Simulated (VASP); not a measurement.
Given:

```
CELL_PARAMETERS angstrom
      0.00000     3.33720     3.33720
      3.33720     0.00000     3.33720
      3.33720     3.33720     0.00000
ATOMIC_POSITIONS crystal
  Ta 0.00000 0.00000 0.00000
  Sb 0.50000 0.50000 0.50000
```

Computed with PBEsol GGA, VASP's PBE PAW potentials (set 64) (plane waves; VASP 6.6.1). Settings: 400 eV cut-off, 9×9×9 Γ-centred mesh, first-order Methfessel-Paxton smearing of 0.10 eV, potentials Ta_pv Sb.

Energy and stress use the plane-wave basis of the starting cell.

Task: The ions, cell shape and volume are relaxed. Predict the relaxed structure.

Result: 
```
CELL_PARAMETERS angstrom
      0.00000     2.79230     2.79230
      2.79230     0.00000     2.79230
      2.79230     2.79230     0.00000
ATOMIC_POSITIONS crystal
  Ta 0.00000 0.00000 0.00000
  Sb 0.50000 0.50000 0.50000
```
Space group Fm-3m (225), at a tolerance of 0.03 Å.

Task: How do energy and volume change from the first to the last step?

Result: The energy (σ→0) changes by -1576.8 meV/atom and the volume by -41.4 %, in 7 ionic steps.

```csv
step,E(σ→0) (eV),max force (eV/Å),pressure (GPa),volume (Å³)
1,-12.7702,0.000,-19.56,74.33
2,-15.0356,0.000,42.26,35.43
3,-15.9191,0.000,-2.02,44.25
4,-15.9234,0.000,-0.53,43.72
5,-15.9228,0.000,1.00,43.22
6,-15.9216,0.000,-1.38,44.02
7,-15.9238,0.000,0.00,43.54
```

The structure was generated: TaSb was put into the rock salt type (Fm-3m), which need not be its known phase. This run relaxes it. Symmetry was kept, so distortions that lower it aren't found. VASP warned that the highest band is occupied, so more bands are needed.
